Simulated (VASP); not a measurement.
All values below come from PBEsol GGA, VASP's PBE PAW potentials (set 64) (plane waves; VASP).

A VASP calculation is set up with these files.

File POSCAR:
```
SiC
1.0
  0.0000000000   2.1800000000   2.1800000000
  2.1800000000   0.0000000000   2.1800000000
  2.1800000000   2.1800000000   0.0000000000
Si C
1 1
Cart
  0.0000000000   0.0000000000   0.0000000000
  1.0900000000   1.0900000000   1.0900000000
```

**INCAR**
```
SYSTEM = SiC
PREC = Accurate
ENCUT = 520
EDIFF = 1E-7
NELM = 100
ALGO = Normal
LREAL = .FALSE.
LASPH = .TRUE.
ISMEAR = -5
GGA = PS
LWAVE = .FALSE.
LCHARG = .TRUE.
LORBIT = 11
NEDOS = 601
ISIF = 2
```

File KPOINTS:
```
kpoints
0
gamma
12 12 12
0 0 0
```

POTCAR, in this order: Si C (PBE.64 set). Program: vasp_std.

Output

### OSZICAR
```
       N       E                     dE             d eps       ncg     rms          rms(c)
DAV:   1     0.366356419259E+01    0.36636E+01   -0.41359E+03  1192   0.846E+02
DAV:   2    -0.173229277908E+02   -0.20986E+02   -0.20643E+02  1664   0.107E+02
DAV:   3    -0.177074768485E+02   -0.38455E+00   -0.38455E+00  1352   0.177E+01
DAV:   4    -0.177085843918E+02   -0.11075E-02   -0.11075E-02  1840   0.102E+00
DAV:   5    -0.177085846893E+02   -0.29748E-06   -0.29748E-06  1312   0.153E-02    0.872E+00
DAV:   6    -0.159982426114E+02    0.17103E+01   -0.70905E+00  1264   0.150E+01    0.390E+00
DAV:   7    -0.159294472240E+02    0.68795E-01   -0.33318E-01  1768   0.404E+00    0.176E+00
DAV:   8    -0.159151215137E+02    0.14326E-01   -0.19334E-02  1216   0.120E+00    0.154E-01
DAV:   9    -0.159150976315E+02    0.23882E-04   -0.76221E-04  1752   0.218E-01    0.102E-01
DAV:  10    -0.159151378436E+02   -0.40212E-04   -0.87929E-05  1496   0.732E-02    0.216E-02
DAV:  11    -0.159151377173E+02    0.12627E-06   -0.13492E-05  1488   0.226E-02    0.416E-03
DAV:  12    -0.159151378666E+02   -0.14931E-06   -0.56747E-07  1240   0.581E-03    0.782E-04
DAV:  13    -0.159151379073E+02   -0.40635E-07   -0.35573E-08   848   0.164E-03
   1 F= -.15915138E+02 E0= -.15915138E+02  d E =0.000000E+00
```

### OUTCAR
```
------------------------ aborting loop because EDIFF is reached ----------------------------------------
  FORCE on cell =-STRESS in cart. coord.  units (eV):
  Direction    XX          YY          ZZ          XY          YZ          ZX
  --------------------------------------------------------------------------------------
  Total       -0.0173261     -0.0173261     -0.0173261     -0.0000000      0.0000000     -0.0000000
  in kB       -1.3397160     -1.3397160     -1.3397160     -0.0000000      0.0000000     -0.0000000
  external PRESSURE =      -1.3397160 kB  Pullay stress =       0.0000000 kB
  volume of cell :       20.72
      direct lattice vectors                 reciprocal lattice vectors
     0.000000000  2.180000000  2.180000000    -0.229357798  0.229357798  0.229357798
     2.180000000  0.000000000  2.180000000     0.229357798 -0.229357798  0.229357798
     2.180000000  2.180000000  0.000000000     0.229357798  0.229357798 -0.229357798
  FREE ENERGIE OF THE ION-ELECTRON SYSTEM (eV)
  ---------------------------------------------------
  free  energy   TOTEN  =       -15.9151379073 eV

  energy  without entropy=      -15.9151379073  energy(sigma->0) =      -15.91513791

 total charge

# of ion       s       p       d       tot
------------------------------------------
    1        0.708   0.972   0.000   1.681
    2        0.833   1.698   0.000   2.531
--------------------------------------------------
tot          1.541   2.670   0.000   4.211
```
(Selected blocks of OUTCAR.)

**OUTCAR**
```
 val. band max:        8.0409933029   @ k =   0.0000   0.0000   0.0000

 cond. band min:       9.2761796453   @ k =   0.5000   0.5000   0.0000


 Fermi energy:         8.0769593574

 k-point     1 :       0.0000    0.0000    0.0000
  band No.  band energies     occupation
      1      -7.3723      2.00000
      2       8.0410      2.00000
      3       8.0410      2.00000
      4       8.0410      2.00000
      5      14.2123      0.00000
      6      15.2741      0.00000
      7      15.2741      0.00000
      8      15.2741      0.00000

 k-point     2 :       0.0833    0.0000    0.0000
  band No.  band energies     occupation
      1      -7.2361      2.00000
      2       7.3094      2.00000
      3       7.9453      2.00000
      4       7.9453      2.00000
      5      14.4468      0.00000
      6      15.4302      0.00000
      7      15.4507      0.00000
      8      15.4507      0.00000

 k-point     3 :       0.1667    0.0000    0.0000
  band No.  band energies     occupation
      1      -6.8313      2.00000
      2       5.6577      2.00000
      3       7.7089      2.00000
      4       7.7089      2.00000
      5      14.3085      0.00000
      6      15.7927      0.00000
      7      15.7927      0.00000
      8      16.3215      0.00000

 k-point     4 :       0.2500    0.0000    0.0000
  band No.  band energies     occupation
      1      -6.1723      2.00000
      2       3.7283      2.00000
      3       7.4317      2.00000
      4       7.4317      2.00000
      5      13.9538      0.00000
      6      15.8702      0.00000
      7      15.8702      0.00000
      8      17.3046      0.00000

 k-point     5 :       0.3333    0.0000    0.0000
  band No.  band energies     occupation
      1      -5.2967      2.00000
      2       1.8367      2.00000
      3       7.1935      2.00000
      4       7.1935      2.00000
      5      13.6522      0.00000
      6      15.5978      0.00000
      7      15.5978      0.00000
...
```

The compound is SiC in the zinc blende structure. The cell was not relaxed at this level.
